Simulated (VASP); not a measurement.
VASP input:

**INCAR**
```
# general
SYSTEM =Cd
PREC   =Accurate
ENCUT  =520   # plane-wave cut-off (eV)
LREAL  =.FALSE.   # projection in real space or not
LASPH  =.TRUE.   # aspherical one-centre terms

# electronic loop
EDIFF  =1E-7   # SCF stop (eV)
NELM   =100
ALGO   =Normal
LMAXMIX=4

# smearing
ISMEAR =1   # Methfessel-Paxton
SIGMA  =0.1   # width (eV)

# functional
GGA    =PE   # PBE
IVDW   =11   # D3, zero damping

# ions
IBRION =2
NSW    =30
ISIF   =4
EDIFFG =-0.01   # ionic stop

# output
LWAVE  =.FALSE.
LCHARG =.FALSE.
```

File KPOINTS:
```
K-points
0
Gamma
 14 14 7
```

**POSCAR**
```
Cd
1.0
  1.4818280509  -2.5666017701   0.0000000000
  1.4818280509   2.5666017701   0.0000000000
  0.0000000000   0.0000000000   5.5740130747
Cd
2
Cart
  1.4818280509   0.8555356344   1.3935032687
  1.4818280509  -0.8555356344   4.1805098060
```

POTCAR, in this order: Cd (PBE.64 set). Program: vasp_std.

**Question.** Translate this PBE-D3 (zero damping) calculation to Quantum ESPRESSO's pw.x.

**Answer.** One equivalent input (not run):
```
&CONTROL
  calculation = 'vc-relax'
  pseudo_dir = './pseudo'
  outdir = './out'
  tprnfor = .true.
  tstress = .true.
  nstep = 30
  forc_conv_thr = 0.00039
/
&SYSTEM
  ibrav = 0
  nat = 2
  ntyp = 1
  ecutwfc = 102
  occupations = 'smearing'
  smearing = 'methfessel-paxton'
  degauss = 0.00735
  input_dft = 'pbe'
  vdw_corr = 'grimme-d3'
  dftd3_version = 3
  dftd3_threebody = .false.
/
&ELECTRONS
  conv_thr = 7.3e-09
  electron_maxstep = 100
/
&IONS
/
&CELL
  cell_dofree = 'shape'
/
ATOMIC_SPECIES
  Cd 112.414 Cd.upf
CELL_PARAMETERS angstrom
     1.4818281   -2.5666018    0.0000000
     1.4818281    2.5666018    0.0000000
     0.0000000    0.0000000    5.5740131
ATOMIC_POSITIONS crystal
  Cd   0.3333330  0.6666670  0.2500000
  Cd   0.6666670  0.3333330  0.7500000
K_POINTS automatic
  14 14 7 0 0 0
```
What does not carry over: the potentials are each code's own (VASP's PAW set, PseudoDojo norm-conserving files in pw.x), so ENCUT and ecutwfc are chosen apart and not converted; conv_thr bounds pw.x's estimated SCF error, while EDIFF bounds the energy change between steps; forc_conv_thr acts on force components and is met together with etot_conv_thr.

The compound is Cd in the hcp structure. This cell is one point of a volume scan, at 0.97 of the reference volume. Symmetry was kept, so distortions that lower it aren't found.
